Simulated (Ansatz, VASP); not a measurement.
# Ti2CO2 in two plane-wave programs, part 3 of 3

One calculation is typed for both programs; each brings its own data sets. How far apart do they land? The structure shown is the start of the Ansatz relaxation below; VASP solves that cell, so the two are compared at the walk's first step.

VASP 6.6.1 and Ansatz 0.2.0.

So far. Step 7 (Comparison): The forces differ by 19 meV/Å r.m.s., which is 4.6 % of the r.m.s. force of 0.413 eV/Å (both taken over all components). With vacuum in the cell, a pressure given here is an average over mostly empty space and none of the material.

## (8) Ansatz: relaxation, PBEsol with D3(BJ)

Level of this step: Ansatz beside VASP: Kohn-Sham DFT, plane waves, PBEsol with D3(BJ) (Ansatz).

The two programs are compared at the cell with which this relaxation starts, whose forces are those of its first step.

The structure compared here is the start of the Ansatz relaxation; VASP solves that cell, so the two are compared at the walk's first step.

File input.yaml:

```yaml
crystal:
  lattice:
    - [3.03, 0.0, 0.0]
    - [-1.515, 2.6240569735, 0.0]
    - [0.0, 0.0, 50.6]
  atoms:
    - { symbol: C, position: [0.0, 0.0, 0.4288537549] }
    - { symbol: Ti, position: [0.3333333333, 0.6666666667, 0.4545454545] }
    - { symbol: Ti, position: [0.6666666667, 0.3333333333, 0.4031620553] }
    - { symbol: O, position: [0.6666666667, 0.3333333333, 0.4733201581] }
    - { symbol: O, position: [0.3333333333, 0.6666666667, 0.3843873518] }
    - { symbol: C, position: [0.6666666667, 0.3333333333, 0.5711462451] }
    - { symbol: Ti, position: [0.3333333333, 0.6666666667, 0.5968379447] }
    - { symbol: Ti, position: [0.0, 0.0, 0.5454545455] }
    - { symbol: O, position: [0.0, 0.0, 0.6156126482] }
    - { symbol: O, position: [0.3333333333, 0.6666666667, 0.5266798419] }
  periodic: [true, true, false]
kpoints:
  mp_grid: { grid: [9, 9, 1] }
hamiltonian:
  xc: pbesol
  dispersion: d3bj
  pseudopotentials: { kind: paw, azcp: { folder: soft_1 }, xc_functional: pbe }
scf:
  occupations: { method: fermi_dirac, width: 0.02 }
relax:
  f_tol: 0.01
  max_steps: 100
  cell: {}
```

Run with:

```sh
$ ansatz run input.yaml --threads 4 --pin off --max-ram 17510MiB --backend cpu --events-out ev --progress --plain --runs-dir out
```

Numbers of over 12 decimals in the logs are rounded to 6 here.

The log of the run:

```text
[...]
Crystal: 10 atoms, lattice volume = 402.315 Å³
Basis set: ecut = 420 eV, 7777 PW (Γ), exchange–correlation on 48×48×720 points (8 copies of the dense FFT grid, shifted against one another)
Bands: 50, of which v1, the nominal top of the filled ones, is band 40 counted from 1 (39 counted from 0)
Symmetry: 6 space group operations
[...]
k-points: 12 of 81 (time reversal used)
[...]
- { symbol: O, position: [0.666667, 0.333333, 0.476689] }
    - { symbol: O, position: [0.333333, 0.666667, 0.389968] }
    - { symbol: C, position: [0.666667, 0.333333, 0.566567] }
    - { symbol: Ti, position: [0.333333, 0.666667, 0.592087] }
    - { symbol: Ti, position: [-2.2204460492583907e-17, -1.7763568395198048e-17, 0.541062] }
    - { symbol: O, position: [-2.2204460492583904e-17, -1.776356839519804e-17, 0.610045] }
    - { symbol: O, position: [0.333333, 0.666667, 0.523236] }
[key lines of the parts left out:]
SCF converged after 8 iterations
Free energy (F): -12645.582988 eV
Fermi energy:    -5.702342 eV
P = ½ c Tr σ = -0.0136 N/m
```

## (9) VASP: single point, PBEsol with D3(BJ), start cell, pair 3

The same cell, functional, mesh and smearing now go to VASP, with its own data sets.

File INCAR:

```
SYSTEM = Ti2CO2
PREC = Accurate
ENCUT = 520
EDIFF = 1E-06
NELM = 120
ISMEAR = -1
SIGMA = 0.02
LREAL = .FALSE.
ALGO = Normal
GGA = PS
IVDW = 12
NBANDS = 50
LASPH = .TRUE.
LORBIT = 11
LWAVE = .FALSE.
LCHARG = .FALSE.
ISIF = 2
LDIPOL = .TRUE.
IDIPOL = 3
DIPOL = 0.5 0.5 0.5
LVHAR = .TRUE.
GGA_COMPAT = .FALSE.
EFERMI = MIDGAP
NELMDL = -8
KPAR = 2
```

File POSCAR:

```
Ti2CO2
1.0
    3.0300000000      0.0000000000      0.0000000000
   -1.5150000000      2.6240570000      0.0000000000
    0.0000000000      0.0000000000     50.6000000000
C Ti O
2 4 4
Direct
    0.0000000000      0.0000000000      0.4288537549
    0.6666666667      0.3333333333      0.5711462451
    0.3333333333      0.6666666667      0.4545454545
    0.6666666667      0.3333333333      0.4031620553
    0.3333333333      0.6666666667      0.5968379447
    0.0000000000      0.0000000000      0.5454545455
    0.6666666667      0.3333333333      0.4733201581
    0.3333333333      0.6666666667      0.3843873518
    0.0000000000      0.0000000000      0.6156126482
    0.3333333333      0.6666666667      0.5266798419
```

File KPOINTS:

```
Automatic mesh
0
Gamma
9 9 1
0 0 0
```

PAW data sets: C, Ti_sv and O (PBE family, release 64).

Run with:

```sh
$ mpirun -np 2 vasp_std
```

The log of the run:

```text
[... set-up lines as in an earlier step ...]
 entering main loop
       N       E                     dE             d eps       ncg     rms          rms(c)
DAV:   1     0.101359148728E+04    0.10136E+04   -0.40447E+04  1432   0.147E+03
DAV:   2     0.574391152926E+02   -0.95615E+03   -0.92552E+03  1438   0.446E+02
DAV:   3    -0.105263141021E+03   -0.16270E+03   -0.15863E+03  1718   0.178E+02
DAV:   4    -0.120571002359E+03   -0.15308E+02   -0.15285E+02  1840   0.510E+01
[...]
DAV:  30    -0.943847549472E+02   -0.36204E-05   -0.11577E-07   706   0.128E-03    0.246E-04
DAV:  31    -0.943847573846E+02   -0.24374E-05   -0.64622E-08   682   0.976E-04    0.192E-04
DAV:  32    -0.943847579834E+02   -0.59877E-06   -0.21686E-08   672   0.651E-04
   1 F= -.96553235E+02 E0= -.96553182E+02  d E =-.105751E-03
```

OUTCAR, selected parts (step 9):

```text
 Edisp (eV)   -2.16848

  Total      -8.16584    -8.16584    -6.58730    -0.00000    -0.00000    -0.00000
  in kB     -32.51959   -32.51960   -26.23323    -0.00000    -0.00000    -0.00000
  external pressure =      -30.42 kB  Pullay stress =        0.00 kB

 POSITION                                       TOTAL-FORCE (eV/Angst)
 -----------------------------------------------------------------------------------
      0.00000      0.00000     21.70000         0.000000     -0.000000      0.012625
      1.51500      0.87469     28.90000         0.000000     -0.000000     -0.013930
     -0.00000      1.74937     23.00000         0.000000     -0.000000      0.678623
      1.51500      0.87469     20.40000         0.000000     -0.000000     -0.532381
     -0.00000      1.74937     30.20000         0.000000     -0.000000      0.530347
      0.00000      0.00000     27.60000         0.000000     -0.000000     -0.650695
      1.51500      0.87469     23.95000        -0.000000     -0.000000     -0.965466
     -0.00000      1.74937     19.45000         0.000000     -0.000000      0.947404
      0.00000      0.00000     31.15000         0.000000      0.000000     -0.946733
     -0.00000      1.74937     26.65000        -0.000000     -0.000000      0.940205
 -----------------------------------------------------------------------------------
    total drift:                                0.000001     -0.000000     -0.000024

  FREE ENERGIE OF THE ION-ELECTRON SYSTEM (eV)
  ---------------------------------------------------
  free  energy   TOTEN  =       -96.5532350857 eV

  energy  without entropy=      -96.5531293345  energy(sigma->0) =      -96.55318221

[... 2 parts as in an earlier step ...]

[... 1 further part left out ...]
[key lines of the parts left out:]
E-fermi :  -2.5813
```

## (10) Differences

Forces (eV/Å; atoms numbered as in POSCAR):

```
atom        Ansatz x, y, z          VASP x, y, z
  C1   0.000, 0.000, 0.013   0.000, 0.000, 0.013
  C2  0.000, 0.000, -0.014  0.000, 0.000, -0.014
 Ti3   0.000, 0.000, 0.702   0.000, 0.000, 0.679
 Ti4  0.000, 0.000, -0.556  0.000, 0.000, -0.532
 Ti5   0.000, 0.000, 0.553   0.000, 0.000, 0.530
 Ti6  0.000, 0.000, -0.675  0.000, 0.000, -0.651
  O7  0.000, 0.000, -1.012  0.000, 0.000, -0.965
  O8   0.000, 0.000, 0.994   0.000, 0.000, 0.947
  O9  0.000, 0.000, -0.993  0.000, 0.000, -0.947
 O10   0.000, 0.000, 0.987   0.000, 0.000, 0.940
```

The forces differ by 19 meV/Å r.m.s., which is 4.6 % of the r.m.s. force of 0.411 eV/Å (both taken over all components). With vacuum in the cell, a pressure given here is an average over mostly empty space and none of the material.

## (11) What came out

```yaml
r_m_s_force_difference_single_point_pbesol_with_d3_bj_start_cell_pair_1: 4.6 % of the r.m.s. force
r_m_s_force_difference_single_point_pbesol_with_d3_bj_start_cell_pair_2: 4.6 % of the r.m.s. force
r_m_s_force_difference_single_point_pbesol_with_d3_bj_start_cell_pair_3: 4.6 % of the r.m.s. force
```

The r.m.s. force difference is 4.6 % of the r.m.s. force (single point, PBEsol with D3(BJ), start cell, pair 3), beyond the 3 % picked in this series as the mark of a large difference. What causes the difference of the single point, PBEsol with D3(BJ), start cell, pair 1 pair stays open here. What causes the difference of the single point, PBEsol with D3(BJ), start cell, pair 2 pair stays open here. What causes the difference of the single point, PBEsol with D3(BJ), start cell, pair 3 pair stays open here. 3 further runs of this series are not shown here. How closely two codes agree says nothing of how well the functional describes the real material.

[Lines on the potential files, build, host, timing and source positions are cut from VASP's logs without a mark.]

[Logs are printed without paths, hosts, clocks, repeated set-up lines and the standing remarks that a program may print on its own settings, such as how far it seeks lower states.]

[Hosts, paths, dates, database ids (printed as entryN), source tags and the programs' standing remarks are cut or masked in the printed files.]
